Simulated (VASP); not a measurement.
Calculation: PBE GGA, VASP's PBE PAW potentials (set 64) (plane waves; VASP 6.6.1).

The input files of a VASP run:

### POSCAR
```
GaAs
1
    0.0000000000     2.8250000000     2.8250000000
    2.8250000000     0.0000000000     2.8250000000
    2.8250000000     2.8250000000     0.0000000000
Ga As
1 1
Direct
  0.0000000000   0.0000000000   0.0000000000
  0.2500000000   0.2500000000   0.2500000000
```

### INCAR
```
EDIFF = 1E-6   # SCF stop (eV)
SYSTEM = GaAs
LCHARG = .False.
GGA = PE   # PBE
SIGMA = 0.05   # width (eV)
ISIF = 2
ALGO = Normal   # blocked Davidson
PREC = Accurate
ENCUT = 400
LWAVE = .False.
LASPH = .True.   # aspherical one-centre terms
LMAXMIX = 4   # l cut-off of mixed one-centre charges
NELM = 100   # most electronic steps
LREAL = .False.
ISMEAR = 2
```

### KPOINTS
```
kpoints
0
Gamma
 7 7 7
0 0 0
```

POTCAR, in this order: Ga_d As (PBE.64 set). Program: vasp_std.

Output

OSZICAR:
```
       N       E                     dE             d eps       ncg     rms          rms(c)
DAV:   1     0.715876732714E+02    0.71588E+02   -0.82287E+03   528   0.163E+03
DAV:   2    -0.336065419546E+01   -0.74948E+02   -0.71520E+02   560   0.281E+02
DAV:   3    -0.832650339025E+01   -0.49658E+01   -0.49403E+01   685   0.679E+01
DAV:   4    -0.839863572427E+01   -0.72132E-01   -0.72086E-01   580   0.908E+00
DAV:   5    -0.839992115804E+01   -0.12854E-02   -0.13094E-02   660   0.101E+00    0.292E+00
DAV:   6    -0.825641329803E+01    0.14351E+00   -0.25967E-01   789   0.969E+00    0.177E+00
DAV:   7    -0.823683933495E+01    0.19574E-01   -0.74776E-02   686   0.221E+00    0.568E-01
DAV:   8    -0.823756220971E+01   -0.72287E-03   -0.10688E-02   590   0.144E+00    0.104E-01
DAV:   9    -0.823795431717E+01   -0.39211E-03   -0.10944E-03   623   0.459E-01    0.530E-02
DAV:  10    -0.823801973015E+01   -0.65413E-04   -0.82891E-05   665   0.106E-01    0.289E-02
DAV:  11    -0.823807167256E+01   -0.51942E-04   -0.80423E-05   550   0.771E-02    0.343E-03
DAV:  12    -0.823807201604E+01   -0.34347E-06   -0.13061E-06   507   0.189E-02
   1 F= -.82380720E+01 E0= -.82380780E+01  d E =0.240792E-04
```

OUTCAR:
```
------------------------ aborting loop because EDIFF is reached ----------------------------------------
  FORCE on cell =-STRESS in cart. coord.  units (eV):
  Direction    XX          YY          ZZ          XY          YZ          ZX
  --------------------------------------------------------------------------------------
  Total        0.9548262      0.9548262      0.9548262      0.0000000      0.0000000     -0.0000000
  in kB       33.9273196     33.9273196     33.9273196      0.0000000      0.0000000     -0.0000000
  external PRESSURE =      33.9273196 kB  Pullay stress =       0.0000000 kB
  volume of cell :       45.09
      direct lattice vectors                 reciprocal lattice vectors
     0.000000000  2.825000000  2.825000000    -0.176991150  0.176991150  0.176991150
     2.825000000  0.000000000  2.825000000     0.176991150 -0.176991150  0.176991150
     2.825000000  2.825000000  0.000000000     0.176991150  0.176991150 -0.176991150
  FREE ENERGIE OF THE ION-ELECTRON SYSTEM (eV)
  ---------------------------------------------------
  free  energy   TOTEN  =        -8.2380720160 eV

  energy  without entropy=       -8.2380960952  energy(sigma->0) =       -8.23807804
```
(Selected blocks of OUTCAR.)

The compound is GaAs in the zinc blende structure. The cell was not relaxed at this level. The run is one of a series of settings (ISMEAR = 2 against the base run), some of them coarse on purpose.
